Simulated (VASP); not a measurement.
These are r2SCAN meta-GGA, VASP's PBE PAW potentials (set 64) (plane waves; VASP 6.6.1) values and carry that method's errors.

Input for VASP

POSCAR:
```
V
1
   -1.4890856504     1.4890856504     1.4890856504
    1.4890856504    -1.4890856504     1.4890856504
    1.4890856504     1.4890856504    -1.4890856504
V
1
Direct
  0.0000000000   1.0000000000   0.0000000000
```

**KPOINTS**
```
Automatic mesh
0
Gamma
15 15 15
0 0 0
```

**INCAR**
```
! general
SYSTEM   =  V
PREC     =  Accurate
ENCUT    =  400   ! plane-wave cut-off (eV)
LREAL    =  .FALSE.
LASPH    =  .TRUE.   ! aspherical one-centre terms

! electronic loop
EDIFF    =  1E-6   ! SCF stop (eV)
NELM     =  100   ! most electronic steps
ALGO     =  Normal   ! blocked Davidson
LMAXMIX  =  4   ! l cut-off of mixed one-centre charges
LMIXTAU  =  .TRUE.

! smearing
ISMEAR   =  1
SIGMA    =  0.1   ! width (eV)

! functional
METAGGA  =  R2SCAN

! ions
IBRION   =  2   ! conjugate gradients
NSW      =  60   ! most ionic steps
ISIF     =  3   ! ions, shape and volume
EDIFFG   =  -0.01   ! ionic stop

! output
LWAVE    =  .FALSE.
LCHARG   =  .FALSE.
```

POTCAR, in this order: V_sv (PBE.64 set). Program: vasp_std.

**Question.** What will the output report for the number of irreducible k-points (NKPTS), number of bands (NBANDS), largest plane-wave count, number of space-group operations, FFT grid (NGX, NGY, NGZ)?

**Answer.** 
| Property | Result |
|---|---|
| number of irreducible k-points (NKPTS) | 120 |
| number of bands (NBANDS) | 10 |
| largest plane-wave count | 247 |
| number of space-group operations | 48 |
| FFT grid (NGX, NGY, NGZ) | 18 × 18 × 18 |

The compound is V in the bcc structure. It was relaxed first, which changed the volume by -5 %. The start is the result of an earlier pass. The run is not spin-polarised, so no magnetic state was tried.
